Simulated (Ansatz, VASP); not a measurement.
Two plane-wave programs on TlZn4

The input INCAR:

```
SYSTEM = TlZn4
  PREC = Accurate
  ENCUT = 600
  EDIFF = 1E-6
  ISMEAR = 0
  SIGMA = 0.1
  LREAL = .FALSE.
  LASPH = .TRUE.
  NELM = 100
  ALGO = Normal
  ISIF = 3
  LWAVE = .FALSE.
  LCHARG = .FALSE.
  GGA = PE
  IBRION = 2
  NSW = 100
  EDIFFG = -0.01
```

KPOINTS

```
regular mesh
0
G
  8 8 8
  0 0 0
```

Contents of POSCAR:

```
TlZn4
1.0
    4.8218689432      0.0000000000      0.0000000000
    0.0000000000      4.8218689432      0.0000000000
    0.0000000000      0.0000000000      4.8218689432
Zn Tl
4 1
Direct
    0.5000000000      0.5000000000      0.5000000000
    0.0000000000      0.5000000000      0.5000000000
    0.5000000000      0.0000000000      0.5000000000
    0.5000000000      0.5000000000      0.0000000000
    0.0000000000      0.0000000000      0.0000000000
```

Input for Ansatz:

```yaml
crystal:
  lattice:
    - [4.8218689432, 0.0, 0.0]
    - [0.0, 4.8218689432, 0.0]
    - [0.0, 0.0, 4.8218689432]
  atoms:
    - { symbol: Zn, position: [0.5, 0.5, 0.5] }
    - { symbol: Zn, position: [0.0, 0.5, 0.5] }
    - { symbol: Zn, position: [0.5, 0.0, 0.5] }
    - { symbol: Zn, position: [0.5, 0.5, 0.0] }
    - { symbol: Tl, position: [0.0, 0.0, 0.0] }
basis:
  ecutwfc: 420
kpoints:
  mp_grid: { grid: [8, 8, 8] }
hamiltonian:
  xc: pbe
scf:
  occupations: { method: gaussian, width: 0.1 }
output:
  forces: true
  stress: true
  eigenvalues: true
relax:
  adjacent_minimum: "off"
  f_tol: 0.01
  max_steps: 80
  cell: { stress_tol: 0.05 }
```

Change from the starting cell: species swapped into the Mn4N type (Pm-3m, No. 221).

Alike in both runs: task relaxation of cell and atoms; functional PBE; k mesh 8 × 8 × 8; occupations gaussian, width 0.1 eV; no spin polarisation.

|  | VASP | Ansatz |
| --- | --- | --- |
| version | VASP 6.6.1 | Ansatz 0.2.0 |
| potentials or method | VASP PAW PBE potentials, release 64 (Zn, Tl_d) | scalar-relativistic, plane waves, PAW |
| plane-wave cutoff (eV) | 600 | 420 |
| valence electrons in the cell | 61 | 61 |

Ansatz gave:

```
gap on the k mesh at the Fermi level, each at its own relaxed structure (eV) : none
relaxed volume (Å³/atom)                                                     : 22.31
relaxed cell length with the largest relative difference (Å)                 : 4.814
```

Task: Estimate VASP's values.

Result: gap on the k mesh at the Fermi level, each at its own relaxed structure (eV): none; relaxed volume (Å³/atom): 22.37; relaxed cell length with the largest relative difference (Å): 4.818.

A gap of «none» marks a metal or a gap that the smearing closes.

The runs have no spin-orbit coupling, so splittings on Tl are missing.
